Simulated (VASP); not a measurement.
Here is a VASP 6.6.1 calculation.

INCAR

```
SYSTEM = NbH2
  ALGO = Normal
  EDIFF = 1E-8
  ENCUT = 520
  GGA = PS
  IBRION = 8
  ISIF = 2
  ISMEAR = -1
  LASPH = .TRUE.
  LCHARG = .FALSE.
  LREAL = .FALSE.
  LWAVE = .FALSE.
  NBANDS = 14
  NELM = 100
  NSW = 1
  PREC = Accurate
  SIGMA = 0.15
```

File KPOINTS:

```
k-points
0
G
  16 16 16
  0 0 0
```

POSCAR

```
NbH2
1.0
    0.0000000000      2.2603199092      2.2603199092
    2.2603199092      0.0000000000      2.2603199092
    2.2603199092      2.2603199092      0.0000000000
Nb H
1 2
Direct
    0.0000000000      0.0000000000      0.0000000000
    0.2500000000      0.2500000000      0.2500000000
    0.7500000000      0.7500000000      0.7500000000
```

Potentials or basis: VASP PAW PBE potentials, release 64 (Nb_sv, H).

Launch:

```bash
$ cat potpaw_PBE.64/Nb_sv/POTCAR potpaw_PBE.64/H/POTCAR > POTCAR
$ mpirun -np 1 vasp_std > vasp.out
```

**Question.** Predict the highest phonon frequency at Γ, LO-TO splitting left out.

**Answer.** 1299 cm⁻¹.

Phonon frequencies in cm⁻¹ (negative: imaginary):
```tsv
q point	frequencies
(0.000, 0.000, 0.000)	-1 -1 -1 1116 1116 1116 1299 1299 1299
```
